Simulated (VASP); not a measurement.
Input:

```
NaF
1.0
    0.00000     2.29047     2.29047
    2.29047     0.00000     2.29047
    2.29047     2.29047     0.00000
Na F
1 1
Direct
  0.00000   0.00000   0.00000
  0.50000   0.50000   0.50000
```

These are PBE GGA, VASP's PBE PAW potentials (set 64) (plane waves; VASP) values and carry that method's errors. Run with 400 eV cut-off, 6×6×6 Γ-centred mesh, Fermi-Dirac smearing of 0.020 eV, potentials Na_pv F.

Problem. Give the energies of bands 5 to 8 at the high-symmetry points, in eV from the valence-band maximum.

Solution. 
| band | Γ | X | U | L | W |
|---|---|---|---|---|---|
| 5 | 0.00 | -1.34 | -1.11 | -1.68 | -0.92 |
| 6 | 0.00 | -0.44 | -0.88 | -0.28 | -0.92 |
| 7 | 0.00 | -0.44 | -0.40 | -0.28 | -0.61 |
| 8 | 6.50 | 13.43 | 13.05 | 11.01 | 13.47 |

The gap is direct, 6.50 eV, from the valence maximum at Γ to the conduction minimum at Γ.

The structure comes from a computed database's NaF entry; how it stands against other phases isn't given here. The cell was not relaxed at this level.
